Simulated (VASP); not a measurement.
# A VASP study of ZrTiSi2 (LDA): structure first, properties next, part 3 of 6

What structure does ZrTiSi2 take at this level, and what are its properties? The cell is invented: it takes the structure of a Materials Project entry for ZrTiC2 (space group 166 there), with some of its atoms replaced by other elements, volume scaled by an estimate. It may not be a known or stable phase. The atoms of the start are displaced at random from the sites of a R-3m cell.

VASP 6.6.1, plane waves and PAW; the level of theory is named at each step.

So far. Step 3 (Full relaxation (LDA)): It ends with a largest force of 0.005 eV/Å and a pressure of 0.07 GPa. Step 4 (Single point with fields (LDA)): In this run the pressure is 0.07 GPa, small enough to go on.

### Step 5. Bands along the symmetry lines (LDA)

Level of this step: LDA; plane waves and PAW (Zr_sv, Ti_sv, Si); invented cell (VASP).

Levels along the symmetry lines show where the bands peak and cross; KPOINTS_OPT computes them in the converged potential.

INCAR

```
SYSTEM = ZrTiSi2
PREC = Accurate
ENCUT = 400
EDIFF = 1E-06
NELM = 100
ISMEAR = -1
SIGMA = 0.05
LREAL = .FALSE.
ALGO = Normal
GGA = CA
NBANDS = 30
LORBIT = 11
LWAVE = .FALSE.
LCHARG = .FALSE.
KPAR = 2
```

POSCAR

```
ZrTiSi2
1.0
    1.8604756746      1.0741461354      5.6827879769
   -1.8604756746      1.0741461354      5.6827879769
    0.0000000000     -2.1482922608      5.6827879769
Zr Ti Si
1 1 2
Direct
    0.0000000000      0.0000000000      0.0000000000
    0.5000000000      0.5000000000      0.5000000000
    0.2426801816      0.2426801816      0.2426801816
    0.7573198184      0.7573198184      0.7573198184
```

KPOINTS

```
Automatic mesh
0
Gamma
6 6 6
0 0 0
```

KPOINTS_OPT

```
Line mode
16
Line-mode
Reciprocal
  0.00000000   0.00000000   0.00000000 GAMMA
  0.50000000   0.00000000   0.00000000 L

  0.50000000   0.00000000   0.00000000 L
  0.50000000   0.19048507  -0.19048507 B1

  0.80951493   0.50000000   0.19048507 B
  0.50000000   0.50000000   0.50000000 Z

  0.50000000   0.50000000   0.50000000 Z
  0.00000000   0.00000000   0.00000000 GAMMA

  0.00000000   0.00000000   0.00000000 GAMMA
  0.34524253   0.00000000  -0.34524253 X

  0.65475747   0.34524253   0.00000000 Q
  0.50000000   0.50000000   0.00000000 F

  0.50000000   0.50000000   0.00000000 F
  0.65475747   0.65475747   0.19048507 P1

  0.65475747   0.65475747   0.19048507 P1
  0.50000000   0.50000000   0.50000000 Z

  0.50000000   0.00000000   0.00000000 L
  0.80951493   0.34524253   0.34524253 P
```

The projector-augmented-wave data sets are Zr_sv, Ti_sv and Si (LDA family, release 64).

Launch:

```
$ mpirun -np 2 vasp_std
```

What it wrote:

```text
[... set-up lines as in an earlier step ...]
 entering main loop
       N       E                     dE             d eps       ncg     rms          rms(c)
DAV:   1     0.258604065403E+03    0.25860E+03   -0.12680E+04  1920   0.921E+02
DAV:   2    -0.132100284819E+02   -0.27181E+03   -0.25635E+03  2012   0.293E+02
DAV:   3    -0.344243232344E+02   -0.21214E+02   -0.20656E+02  3232   0.732E+01
DAV:   4    -0.355284667989E+02   -0.11041E+01   -0.10957E+01  2446   0.140E+01
DAV:   5    -0.355727463683E+02   -0.44280E-01   -0.44274E-01  2818   0.249E+00    0.205E+01
DAV:   6    -0.330177625396E+02    0.25550E+01   -0.71684E+00  2248   0.259E+01    0.892E+00
DAV:   7    -0.327900922934E+02    0.22767E+00   -0.33354E+00  2402   0.201E+01    0.697E+00
DAV:   8    -0.322720580582E+02    0.51803E+00   -0.41231E-01  2494   0.618E+00    0.281E+00
DAV:   9    -0.322622159703E+02    0.98421E-02   -0.10434E-01  2820   0.228E+00    0.857E-01
DAV:  10    -0.322565162506E+02    0.56997E-02   -0.16102E-02  2294   0.127E+00    0.225E-01
DAV:  11    -0.322567927662E+02   -0.27652E-03   -0.10664E-03  2376   0.227E-01    0.117E-01
DAV:  12    -0.322567129538E+02    0.79812E-04   -0.63759E-05  2436   0.812E-02    0.471E-02
DAV:  13    -0.322567040513E+02    0.89025E-05   -0.22189E-05  2508   0.395E-02    0.119E-02
DAV:  14    -0.322567039212E+02    0.13006E-06   -0.26328E-06  2350   0.103E-02
   1 F= -.32256704E+02 E0= -.32253340E+02  d E =-.672723E-02
 Start KPOINTS_OPT (optional k-point list driver)
k-point batch [1-32\144]
       N       E                     dE             ncg
DAV:   1    -0.124807733001E+04   -0.24444E+05     1920
DAV:   2    -0.100635656178E+05   -0.88155E+04     2024
DAV:   3    -0.107829025230E+05   -0.71934E+03     3266
DAV:   4    -0.108179235911E+05   -0.35021E+02     2430
DAV:   5    -0.108193076699E+05   -0.13841E+01     2672
DAV:   6    -0.108193215675E+05   -0.13898E-01     2446
DAV:   7    -0.108193221496E+05   -0.58211E-03     2760
DAV:   8    -0.108193221643E+05   -0.14635E-04     2038
DAV:   9    -0.108193221646E+05   -0.32047E-06     1526
[...]
k-point batch [129-144\144]
       N       E                     dE             ncg
DAV:   1     0.858382443706E+04   -0.15798E+05      960
DAV:   2     0.423820135334E+04   -0.43456E+04      996
DAV:   3     0.389484231747E+04   -0.34336E+03     1570
DAV:   4     0.387562797908E+04   -0.19214E+02     1268
DAV:   5     0.387506180959E+04   -0.56617E+00     1334
DAV:   6     0.387505900201E+04   -0.28076E-02     1244
DAV:   7     0.387505894296E+04   -0.59051E-04     1362
DAV:   8     0.387505894241E+04   -0.55064E-06      956
```

It took 1.9 min on 2 MPI ranks of Intel Xeon Platinum 8259CL at 2.50GHz (Skylake/Cascade Lake), shared host; peak memory 0.48 GiB.

Parts of OUTCAR (step 5):

```text
   k-points           NKPTS =     32   k-points in BZ     NKDIM =     32   number of bands    NBANDS=     30

   NELECT =      32.0000    total number of electrons

 E-fermi :   8.9145

 k-point     1 :       0.0000    0.0000    0.0000
  band No.  band energies     occupation
    ...
     11       3.8696      2.00000
     12       6.5363      2.00000
     13       6.5363      2.00000
     14       8.6077      1.99568
     15       8.6077      1.99568
     16       9.2216      0.00430
     17       9.4485      0.00005
     18       9.4485      0.00005
     19      11.3396      0.00000
     20      11.3396      0.00000
    ...

  Total        0.0336129      0.0336129      0.0067531     -0.0000000      0.0000000      0.0000000
  in kB        0.7903449      0.7903449      0.1587870     -0.0000000      0.0000000      0.0000000
  external PRESSURE =       0.5798256 kB  Pullay stress =       0.0000000 kB

 POSITION                                       TOTAL-FORCE (eV/Angst)
 -----------------------------------------------------------------------------------
      0.00000      0.00000      0.00000        -0.000000      0.000000     -0.000000
      0.00000      0.00000      8.52418         0.000000      0.000000     -0.000000
      0.00000      0.00000      4.13730         0.000000      0.000000      0.005397
      0.00000      0.00000     12.91106         0.000000     -0.000000     -0.005397
 -----------------------------------------------------------------------------------
    total drift:                                0.000000      0.000000     -0.000000

  FREE ENERGIE OF THE ION-ELECTRON SYSTEM (eV)
  ---------------------------------------------------
  free  energy   TOTEN  =       -32.2567039212 eV

  energy  without entropy=      -32.2499766930  energy(sigma->0) =      -32.25334031

[... 8 parts as in an earlier step ...]

[... 8 further parts left out ...]
```

This step gave:

```yaml
bands: 30
pressure: 0.05798 GPa
```

Electronic bands along the path, in eV, zero at the Fermi level; # counts the bands kept, so #1 is VASP's band 9:

```csv
point,#5,#6,#7,#8,#9,#10,#11,#12
Γ,-2.38,-0.31,-0.31,0.31,0.53,0.53,2.42,2.42
0.47 of the way,-2.02,-1.73,-1.17,-0.76,0.52,0.88,1.96,2.04
L,-2.81,-2.05,-1.61,-1.25,1.12,1.42,1.48,1.70
0.53 of the way,-2.72,-2.70,-1.60,-1.42,1.22,1.56,1.76,2.24
B1,-2.91,-2.55,-1.26,-1.16,0.65,1.38,1.67,2.47
jump to B,-2.91,-2.55,-1.26,-1.16,0.65,1.38,1.67,2.47
0.53 of the way,-1.96,-1.71,-1.19,-1.09,0.31,0.64,1.73,1.74
Z,-1.60,-1.60,-1.27,-1.27,0.55,0.55,1.10,1.10
0.47 of the way,-2.11,-0.51,-0.51,-0.37,0.15,0.15,1.80,1.80
Γ,-2.38,-0.31,-0.31,0.31,0.53,0.53,2.42,2.42
0.47 of the way,-2.19,-1.87,-1.68,-1.07,0.64,1.26,1.98,2.07
X,-2.98,-2.55,-1.46,-1.07,0.66,1.53,1.69,2.39
jump to Q,-2.98,-2.55,-1.46,-1.07,0.66,1.53,1.69,2.39
0.47 of the way,-2.65,-2.29,-1.51,-0.31,0.07,1.55,1.59,2.65
F,-2.13,-2.04,-1.63,0.01,0.86,1.18,1.65,1.89
0.47 of the way,-2.11,-2.04,-1.65,-0.05,0.82,1.19,1.65,1.93
P1,-2.07,-2.03,-1.75,-0.22,0.72,1.23,1.67,2.06
0.53 of the way,-1.77,-1.64,-1.46,-0.83,0.17,0.71,1.37,1.81
Z,-1.60,-1.60,-1.27,-1.27,0.55,0.55,1.10,1.10
jump to L,-2.81,-2.05,-1.61,-1.25,1.12,1.42,1.48,1.70
0.47 of the way,-2.42,-1.99,-1.84,-0.87,0.79,1.43,1.66,1.97
P,-2.07,-2.03,-1.75,-0.22,0.72,1.23,1.67,2.06
```

Of the projections kept (Zr, Ti, Si), the largest for each band there; the rest of the weight can lie on other orbitals:

```csv
point,#5,#6,#7,#8,#9,#10,#11,#12
Γ,Ti 0.40,Ti 0.61,Ti 0.61,Ti 0.60,Ti 0.54,Ti 0.54,Zr 0.54,Zr 0.54
L,Zr 0.58,Ti 0.60,Zr 0.56,Ti 0.69,Ti 0.83,Zr 0.77,Ti 1.00,Ti 0.98
B1,Si 0.43,Zr 0.46,Ti 0.35,Ti 0.49,Ti 0.83,Ti 0.55,Ti 0.90,Zr 0.66
B,Si 0.43,Zr 0.46,Ti 0.35,Ti 0.49,Ti 0.83,Ti 0.55,Ti 0.90,Zr 0.66
Z,Ti 0.74,Ti 0.74,Zr 0.73,Zr 0.73,Ti 0.99,Ti 0.99,Zr 0.98,Zr 0.98
Γ,Ti 0.40,Ti 0.61,Ti 0.61,Ti 0.60,Ti 0.54,Ti 0.54,Zr 0.54,Zr 0.54
```

There is no gap at this level.

Of the bands kept, 2 cross the Fermi level on this path.

### Step 6. Density of states (LDA)

Here the states are counted by energy and projected on the atoms. The mesh is finer than in the run before.

INCAR, as its differences from that of step 5:

```diff
@@ -5,3 +5,3 @@
 NELM = 100
-ISMEAR = -1
+ISMEAR = -5
 SIGMA = 0.05
@@ -15 +15,2 @@
 KPAR = 2
+NEDOS = 2001
```

POSCAR is that of step 5.

KPOINTS

```
Automatic mesh
0
Gamma
9 9 9
0 0 0
```

Launch:

```
$ mpirun -np 2 vasp_std
```

What it wrote:

```text
[... set-up lines as in an earlier step ...]
 entering main loop
       N       E                     dE             d eps       ncg     rms          rms(c)
DAV:   1     0.257847016331E+03    0.25785E+03   -0.12758E+04  5108   0.922E+02
DAV:   2    -0.129241612557E+02   -0.27077E+03   -0.25631E+03  5376   0.295E+02
DAV:   3    -0.344758463684E+02   -0.21552E+02   -0.20978E+02  8566   0.731E+01
DAV:   4    -0.355301696322E+02   -0.10543E+01   -0.10461E+01  6702   0.137E+01
DAV:   5    -0.355668499640E+02   -0.36680E-01   -0.36685E-01  7234   0.226E+00    0.205E+01
DAV:   6    -0.330046944781E+02    0.25622E+01   -0.71578E+00  6092   0.258E+01    0.891E+00
DAV:   7    -0.327808781719E+02    0.22382E+00   -0.32538E+00  6360   0.201E+01    0.694E+00
DAV:   8    -0.322598560194E+02    0.52102E+00   -0.40135E-01  6532   0.618E+00    0.282E+00
DAV:   9    -0.322489363676E+02    0.10920E-01   -0.10387E-01  7366   0.232E+00    0.847E-01
DAV:  10    -0.322433608471E+02    0.55755E-02   -0.15904E-02  6042   0.127E+00    0.230E-01
DAV:  11    -0.322436231130E+02   -0.26227E-03   -0.11003E-03  6278   0.214E-01    0.110E-01
DAV:  12    -0.322435530529E+02    0.70060E-04   -0.51666E-05  6542   0.711E-02    0.455E-02
DAV:  13    -0.322435447692E+02    0.82837E-05   -0.19640E-05  6826   0.381E-02    0.116E-02
DAV:  14    -0.322435469549E+02   -0.21857E-05   -0.29355E-06  6158   0.110E-02    0.449E-03
DAV:  15    -0.322435461318E+02    0.82313E-06   -0.21322E-07  3396   0.429E-03
   1 F= -.32243546E+02 E0= -.32243546E+02  d E =0.000000E+00
 -----------------------------------------------------------------------------
|                                                                             |
|           W    W    AA    RRRRR   N    N  II  N    N   GGGG   !!!           |
|           W    W   A  A   R    R  NN   N  II  NN   N  G    G  !!!           |
|           W    W  A    A  R    R  N N  N  II  N N  N  G       !!!           |
|           W WW W  AAAAAA  RRRRR   N  N N  II  N  N N  G  GGG   !            |
|           WW  WW  A    A  R   R   N   NN  II  N   NN  G    G                |
|           W    W  A    A  R    R  N    N  II  N    N   GGGG   !!!           |
|                                                                             |
|     Tetrahedron method does not include variations of the Fermi             |
|     occupations, so forces and stress will be inaccurate. We suggest        |
|     using a different smearing scheme ISMEAR = 1 or 2 for metals in         |
|     relaxations.                                                            |
|                                                                             |
 -----------------------------------------------------------------------------
```

Elapsed: 91 s, on 2 MPI ranks; peak memory 0.52 GiB.

From OUTCAR (step 6):

```text
   k-points           NKPTS =     85   k-points in BZ     NKDIM =     85   number of bands    NBANDS=     30

   NELECT =      32.0000    total number of electrons

 E-fermi :   8.9215

 k-point     1 :       0.0000    0.0000    0.0000
  band No.  band energies     occupation
    ...
     11       3.8691      2.00000
     12       6.5349      2.00000
     13       6.5349      2.00000
     14       8.6042      2.00000
     15       8.6042      2.00000
     16       9.2200     -0.34658
     17       9.4453      0.00000
     18       9.4453      0.00000
     19      11.3358      0.00000
     20      11.3358      0.00000
    ...

  Total        0.0552614      0.0552614      0.0890037      0.0000000      0.0000000      0.0000000
  in kB        1.2993687      1.2993687      2.0927561      0.0000000      0.0000000      0.0000000
  external PRESSURE =       1.5638311 kB  Pullay stress =       0.0000000 kB

 POSITION                                       TOTAL-FORCE (eV/Angst)
 -----------------------------------------------------------------------------------
      0.00000      0.00000      0.00000        -0.000000      0.000000     -0.000000
      0.00000      0.00000      8.52418         0.000000      0.000000     -0.000000
      0.00000      0.00000      4.13730         0.000000     -0.000000     -0.001396
      0.00000      0.00000     12.91106         0.000000      0.000000      0.001396
 -----------------------------------------------------------------------------------
    total drift:                                0.000000      0.000000     -0.000000

  FREE ENERGIE OF THE ION-ELECTRON SYSTEM (eV)
  ---------------------------------------------------
  free  energy   TOTEN  =       -32.2435461318 eV

  energy  without entropy=      -32.2435461318  energy(sigma->0) =      -32.24354613

[... 6 parts as in an earlier step ...]

[... 10 further parts left out ...]
```

With tetrahedra the forces and stress of a metal are not exact derivatives of the energy.

Numbers from this step:

```
SCF cycles             : 15
irreducible k-points   : 85
free energy (TOTEN)    : -32.24 eV
Fermi energy           : 8.921 eV
pressure               : 0.1564 GPa
DOS at the Fermi level : 0.6491 states/eV/cell
```

The density of states has structure finer than the step of the table below, so its rows give means over 1 eV, whole bins alone (the curve runs from -12.0 to 3.04 eV). Peaks (eV: height): total -7.1: 5.78, -2.1: 4.83, -1.7: 5.64, 1.6: 8.37; Ti d -1.7: 1.25, 1.6: 5.63, 2.4: 1.65; Zr d -1.7: 0.945, 1.5: 0.995, 2.4: 1.65, 2.7: 1.24; Si p -3.1: 0.623, -2.1: 0.710, -1.7: 0.926, -1.4: 0.8; Ti p -7.1: 0.0963, -3.1: 0.117, -2.8: 0.102, -2.5: 0.0909.

States under -12.0 eV and over 3.0 eV are left out. The density of states by energy, zero at the Fermi level; means over each step; 7 of 9 lines; values in states/eV/cell:

```
energy (eV)    total     Ti d     Zr d     Si p     Ti p     Ti s     Zr s
        -11        0        0        0        0        0        0        0
        -10    0.139   1.3e-4   1.0e-4   7.5e-4   6.2e-4  0.00802  0.00594
         -9    0.567  0.00181  0.00406  0.00628  0.00688   0.0294   0.0153
         -8     1.30   0.0208   0.0431   0.0133   0.0276   0.0276   0.0278
         -7     1.99   0.0828   0.0786   0.0101   0.0359  0.00960   0.0178
         -6  0.00374   3.5e-5   3.8e-5   2.3e-5   1.2e-4   9.1e-6   1.4e-5
         -5    0.215   0.0126   0.0137   0.0337  0.00169  0.00909   0.0106
         -4     1.70    0.126    0.137    0.279   0.0237   0.0509   0.0578
         -3     2.74    0.239    0.292    0.453   0.0736   0.0320   0.0187
         -2     4.15    0.815    0.679    0.638   0.0490   0.0107   0.0122
         -1     2.82    0.698    0.477    0.447   0.0230  0.00578  0.00736
          0     1.27    0.405    0.210    0.130   0.0175  0.00410  0.00179
          1     3.41     1.58    0.586    0.164   0.0256   0.0240   0.0134
          2     3.59     1.68    0.838    0.127   0.0290   0.0370   0.0200
```

The finer mesh and the other smearing move the Fermi level by +0.01 eV from the 6×6×6 run, a small shift, which tests the Fermi level alone. Of the states within 0.3 eV of the Fermi level, the largest shares in the PAW spheres are Ti d 33 %, Zr d 17 % and Si p 9 %. The rest lies in smaller channels or between the spheres.

[end of part 3 of 6]

[Lines on the potential files, build, host, timing and source positions are cut from VASP's logs without a mark.]

[Logs are printed without paths, hosts, clocks, repeated set-up lines and the standing remarks that a program may print on its own settings, such as how far it seeks lower states.]

[Hosts, paths, dates, database ids (printed as entryN), source tags and the programs' standing remarks are cut or masked in the printed files.]

[A measured line is paired with the nearest computed mode of its activity, which favours agreement.]
